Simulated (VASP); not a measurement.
Runs of VASP 6.6.1 on Na. It takes space group Im-3m (No. 229, cubic). The conventional cell has a = 4.235 Å, b = 4.235 Å, c = 4.235 Å, α = 90.00°, β = 90.00°, γ = 90.00°. Na (site symmetry m-3m) has 8 Na at 3.67 Å as nearest neighbours. 

```tsv
task	level	cell	cutoff (eV)	gap on the mesh (eV)	pressure (GPa)	relaxed volume (Å³/atom)
relaxation of cell and atoms	PBE+D3(BJ)	relaxed	600	none	0.0	33.92
relaxation of cell and atoms	PBEsol	relaxed	480	none	0.0	36.17
relaxation of cell and atoms	PBEsol	relaxed	600	none	0.0	(b)
single point	PBEsol	as given	520	none	-0.3	-
relaxation of cell and atoms	PBE	relaxed	600	none	0.0	(a)
```

Alike in all rows: potentials or basis VASP PAW PBE potentials, release 64 (Na_pv); no spin polarisation; k mesh 14 × 14 × 14; smearing gaussian 0.1 eV.

Problem. Fill in the values left out.

Solution. (a) 37.08; (b) 36.21.

Caveats: the PAW data sets were made with another functional, which shifts forces and pressure a little (some runs); the volume moved by -11 % from the deposited cell, more than functionals usually miss (some runs); pairwise dispersion overbinds metals, which lowers pressure and volume (some runs).

A k mesh can miss the band edges.

A gap of «none» marks a metal or a gap under the smearing width.

Not every run made on this cell is shown here.
